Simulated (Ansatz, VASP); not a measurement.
# Ga2AsN (CuAu-ordered zincblende type (invented)) in two plane-wave programs

One calculation is typed for both programs; each brings its own data sets. How far apart do they land? The cell is generated by rule, not measured, and may not be a known phase. The cell is taken from a series of runs on this material, whose earlier steps may have relaxed, scaled, displaced or heated it; both programs get it as it stands.

Program: Ansatz 0.2.0. Level of theory: plane waves, with VASP 6.6.1 beside it; relaxation of cell and atoms at LDA. Results are calculated unless marked as measured.

## 1. The starting structure

It takes space group P-4m2 (No. 115, tetragonal). Conventional cell: a = 3.547 Å, b = 3.547 Å, c = 5.056 Å, α = 90.00°, β = 90.00°, γ = 90.00°. N has 4 Ga at 2.03 Å nearest. Nearest to As lie 4 Ga at 2.35 Å. Ga has 2 N at 2.03 Å and 2 As at 2.35 Å nearest. Farther neighbours and most contacts between anions are not listed.

As a file:

```cif
data_structure
_symmetry_space_group_name_H-M 'P-4m2'
_symmetry_Int_Tables_number 115
_cell_length_a 3.5469
_cell_length_b 3.5469
_cell_length_c 5.0562
_cell_angle_alpha 90.000
_cell_angle_beta 90.000
_cell_angle_gamma 90.000
_cell_volume 63.61
loop_
_atom_site_label
_atom_site_type_symbol
_atom_site_symmetry_multiplicity
_atom_site_Wyckoff_symbol
_atom_site_fract_x
_atom_site_fract_y
_atom_site_fract_z
_atom_site_occupancy
N1 N 1 a 0.00000 0.00000 0.00000 1
As1 As 1 c 0.50000 0.50000 0.50000 1
Ga1 Ga 2 g 0.00000 0.50000 0.19651 1
```

## 2. VASP: relaxation of cell and atoms, LDA

The relaxed volume is the usual yardstick between codes: in a stiff, nearly cubic crystal its relative difference is about their pressure difference at one cell divided by the bulk modulus.

Lines of VASP's logs that name or quote its potential files are left out, and so is its time.

File INCAR:

```
SYSTEM = Ga2AsN
PREC = Accurate
ENCUT = 600
EDIFF = 1E-07
NELM = 120
ISMEAR = 0
SIGMA = 0.1
LREAL = .FALSE.
ALGO = Normal
GGA = CA
NBANDS = 24
LORBIT = 11
LWAVE = .FALSE.
LCHARG = .FALSE.
ISIF = 3
IBRION = 2
NSW = 80
EDIFFG = -0.005
LASPH = .TRUE.
GGA_COMPAT = .FALSE.
NELMIN = 4
```

File POSCAR:

```
Ga2AsN
1.0
    3.5468610000      0.0000000000      0.0000000000
    0.0000000000      3.5468610000      0.0000000000
    0.0000000000      0.0000000000      5.0562070000
N As Ga
1 1 2
Direct
    0.0000000000      0.0000000000      0.0000000000
    0.5000001410      0.5000001410      0.4999999011
    0.0000000000      0.5000001410      0.1965083708
    0.5000001410      0.0000000000      0.8034916292
```

File KPOINTS:

```
Automatic mesh
0
Gamma
12 12 8
0 0 0
```

Potentials, in the order of the species: N, As and Ga_d (LDA family, release 64).

Launch:

```sh
mpirun -np 1 vasp_std
```

Numbers of over 12 decimals in the logs are rounded to 6 here.

The log of the run:

```text
[banner, memory and clock lines left out]
running    1 mpi-ranks, on    1 nodes
 distrk:  each k-point on    1 cores,    1 groups
 distr:  one band on    1 cores,    1 groups

 POSCAR found type information on POSCAR N AsGa
 POSCAR found :  3 types and       4 ions
 LDA part: xc-table for (Slater(with rela. corr.)+CA(PZ))
 , standard interpolation
 POSCAR, INCAR and KPOINTS ok, starting setup
 FFT: planning ... GRIDC
 FFT: planning ... GRID_SOFT
 FFT: planning ... GRID
 WAVECAR not read
 entering main loop
       N       E                     dE             d eps       ncg     rms          rms(c)
DAV:   1     0.260435461833E+03    0.26044E+03   -0.19170E+04  6896   0.268E+03
DAV:   2     0.810405854124E+01   -0.25233E+03   -0.24392E+03  7320   0.521E+02
DAV:   3    -0.234833276022E+02   -0.31587E+02   -0.31117E+02  8216   0.137E+02
DAV:   4    -0.245088665603E+02   -0.10255E+01   -0.10236E+01  8024   0.268E+01
DAV:   5    -0.245279948231E+02   -0.19128E-01   -0.19109E-01  8264   0.332E+00    0.830E+00
DAV:   6    -0.224672023116E+02    0.20608E+01   -0.84864E+00 11304   0.352E+01    0.364E+00
DAV:   7    -0.223180364316E+02    0.14917E+00   -0.13141E+00  8336   0.839E+00    0.233E+00
DAV:   8    -0.222881503144E+02    0.29886E-01   -0.37167E-01  8704   0.353E+00    0.809E-01
DAV:   9    -0.222772131678E+02    0.10937E-01   -0.62932E-02  9112   0.245E+00    0.407E-01
DAV:  10    -0.222762295503E+02    0.98362E-03   -0.11866E-02 10448   0.103E+00    0.136E-01
DAV:  11    -0.222761371979E+02    0.92352E-04   -0.15187E-03  8864   0.381E-01    0.109E-01
DAV:  12    -0.222761398263E+02   -0.26284E-05   -0.13286E-04  8016   0.730E-02    0.578E-02
DAV:  13    -0.222761081040E+02    0.31722E-04   -0.19962E-04 10896   0.121E-01    0.152E-02
DAV:  14    -0.222761088254E+02   -0.72145E-06   -0.22486E-05  7128   0.268E-02    0.128E-02
DAV:  15    -0.222761078263E+02    0.99914E-06   -0.30650E-06  8352   0.106E-02    0.357E-03
DAV:  16    -0.222761076813E+02    0.14502E-06   -0.60157E-07  7328   0.576E-03    0.434E-04
DAV:  17    -0.222761076924E+02   -0.11158E-07   -0.11679E-07  5088   0.217E-03
   1 F= -.22276108E+02 E0= -.22274189E+02  d E =-.222761E+02
[...]
2 F= -.22276491E+02 E0= -.22274593E+02  d E =-.383001E-03
[...]
3 F= -.22276630E+02 E0= -.22274725E+02  d E =-.521856E-03
[...]
4 F= -.22276706E+02 E0= -.22274843E+02  d E =-.768524E-04
[...]
5 F= -.22276758E+02 E0= -.22274945E+02  d E =-.128724E-03
 curvature:  -1.08 expect dE=-0.158E-04 dE for cont linesearch -0.916E-11
 trial: gam= 0.12336 g(F)=  0.124E-04 g(S)=  0.212E-05 ort = 0.310E-07 (trialstep = 0.115E+01)
 search vector abs. value=  0.163E-04
 bond charge predicted
       N       E                     dE             d eps       ncg     rms          rms(c)
DAV:   1    -0.222767870060E+02   -0.28719E-04   -0.28802E-03  8312   0.451E-01    0.361E-02
DAV:   2    -0.222767760994E+02    0.10907E-04   -0.14540E-04  8984   0.166E-01    0.192E-02
DAV:   3    -0.222767691543E+02    0.69451E-05   -0.14189E-05 10856   0.533E-02    0.601E-03
DAV:   4    -0.222767684728E+02    0.68154E-06   -0.25945E-06  8280   0.154E-02    0.898E-04
DAV:   5    -0.222767684819E+02   -0.91304E-08   -0.34591E-07  6848   0.672E-03
   6 F= -.22276768E+02 E0= -.22274953E+02  d E =-.102100E-04
 trial-energy change:   -0.000010  1 .order   -0.000010   -0.000017   -0.000003
 step:   1.4434(harm=  1.4434)  dis= 0.00069  next Energy=   -22.276769 (dE=-0.105E-04)
 reached required accuracy - stopping structural energy minimisation
```

OUTCAR, selected parts (step 2):

```text
ion  position               nearest neighbor table
   1  0.000  0.000  0.000-   3 2.03   4 2.03   4 2.03   3 2.03
   2  0.500  0.500  0.500-   3 2.35   4 2.35   3 2.35   4 2.35
   3  0.000  0.500  0.197-   1 2.03   1 2.03   2 2.35   2 2.35
   4  0.500  0.000  0.803-   1 2.03   1 2.03   2 2.35   2 2.35

  LATTYP: Found a simple tetragonal cell.
 ALAT       =     3.5468610000
 C/A-ratio  =     1.4255441643

 Subroutine GETGRP returns: Found  8 space group operations
 (whereof  8 operations were pure point group operations)

The static configuration has the point symmetry D_2d.

 Found    140 irreducible k-points:

   k-points           NKPTS =    140   k-points in BZ     NKDIM =    140   number of bands    NBANDS=     24

   dimension x,y,z NGX =    28 NGY =   28 NGZ =   40
   dimension x,y,z NGXF=    56 NGYF=   56 NGZF=   80

   ENCUT  =  600.0 eV  44.10 Ry    6.64 a.u.   7.08  7.08 10.10*2*pi/ulx,y,z

   NELECT =      36.0000    total number of electrons

 k-points in reciprocal lattice and weights: Automatic mesh
   0.00000000  0.00000000  0.00000000       0.001
   0.08333333  0.00000000  0.00000000       0.003
   0.16666667  0.00000000  0.00000000       0.003
   0.25000000  0.00000000  0.00000000       0.003
   0.33333333  0.00000000  0.00000000       0.003
   0.41666667  0.00000000  0.00000000       0.003
   0.50000000  0.00000000  0.00000000       0.002
   0.08333333  0.08333333  0.00000000       0.003
   0.16666667  0.08333333  0.00000000       0.007
[...]
0.50000000  0.41666667  0.50000000       0.003
   0.50000000  0.50000000  0.50000000       0.001

 average (electrostatic) potential at core
       1 -63.3909       2 -51.9636       3 -66.1455       4 -66.1455

 E-fermi :   5.4270

 k-point     1 :       0.0000    0.0000    0.0000
  band No.  band energies     occupation
    ...
     15       1.3335      2.00000
     16       4.2585      2.00000
     17       4.5296      2.00000
     18       5.4563      0.67918
     19       5.4563      0.67913
     20       7.9975      0.00000
     21       8.5423      0.00000
     22      11.0144      0.00000
     23      11.0144      0.00000
     24      11.0201      0.00000

 k-point     2 :       0.0833    0.0000    0.0000
  band No.  band energies     occupation
    ...
     15       1.3755      2.00000
     16       4.2372      2.00000
     17       4.4087      2.00000
     18       5.1398      1.99995
     19       5.4524      0.71944
     20       8.2209      0.00000
     21       9.0426      0.00000
     22      10.7745      0.00000
     23      11.0645      0.00000
     24      11.2003      0.00000

 k-point     3 :       0.1667    0.0000    0.0000
  band No.  band energies     occupation
    ...
     15       1.4944      2.00000
     16       3.3590      2.00000
     17       4.0366      2.00000
     18       5.4364      0.89382
     19       5.4586      0.65464
     20       8.5984      0.00000
     21       9.6880      0.00000
     22      10.6175      0.00000
     23      11.2095      0.00000
     24      11.7517      0.00000

  Total        0.0088706      0.0088706      0.0046970      0.0000000      0.0000000      0.0000000
  in kB        0.2224875      0.2224875      0.1178064      0.0000000      0.0000000      0.0000000
  external PRESSURE =       0.1875938 kB  Pullay stress =       0.0000000 kB

  energy-cutoff  :      600.00
  volume of cell :       63.88
      direct lattice vectors                 reciprocal lattice vectors
     3.556923518  0.000000000  0.000000000     0.281141834  0.000000000 -0.000000000
     0.000000000  3.556923518  0.000000000     0.000000000  0.281141834  0.000000000
     0.000000000  0.000000000  5.049047586     0.000000000  0.000000000  0.198057155

 POSITION                                       TOTAL-FORCE (eV/Angst)
 -----------------------------------------------------------------------------------
      0.00000      0.00000      0.00000         0.000000      0.000000      0.000000
      1.77846      1.77846      2.52452         0.000000      0.000000      0.000000
      0.00000      1.77846      0.99290        -0.000000      0.000000     -0.003509
      1.77846      0.00000      4.05615        -0.000000      0.000000      0.003509
 -----------------------------------------------------------------------------------
    total drift:                               -0.000197     -0.000197     -0.000008

  FREE ENERGIE OF THE ION-ELECTRON SYSTEM (eV)
  ---------------------------------------------------
  free  energy   TOTEN  =       -22.2767684819 eV

  energy  without entropy=      -22.2731365720  energy(sigma->0) =      -22.27495253

 reached required accuracy - stopping structural energy minimisation

 total charge
# of ion       s       p       d       tot
------------------------------------------
    1        1.225   2.359   0.000   3.585
    2        1.212   1.722   0.040   2.974
    3        0.844   0.844  10.070  11.757
    4        0.844   0.844  10.070  11.757
--------------------------------------------------
tot          4.125   5.768  20.179  30.073

[... 3 further parts left out ...]
```

CONTCAR:

```
Ga2AsN
   1.00000000000000
     3.5569235182991021    0.0000000000000000    0.0000000000000000
     0.0000000000000000    3.5569235182991021    0.0000000000000000
     0.0000000000000000    0.0000000000000000    5.0490475862334057
  N               As              Ga
     1     1     2
Direct
     0.0000000000000000    0.0000000000000000    0.0000000000000000
     0.5000001410000010    0.5000001410000010    0.4999999010999971
     0.0000000000000000    0.5000001410000010    0.1966506889739806
     0.5000001410000010    0.0000000000000000    0.8033493110260195
```

(Continued in part 2 of 2.)

[Lines on the potential files, build, host, timing and source positions are cut from VASP's logs without a mark.]

[Logs are printed without paths, hosts, clocks, repeated set-up lines and the standing remarks that a program may print on its own settings, such as how far it seeks lower states.]

[Hosts, paths, dates, database ids (printed as entryN), source tags and the programs' standing remarks are cut or masked in the printed files.]
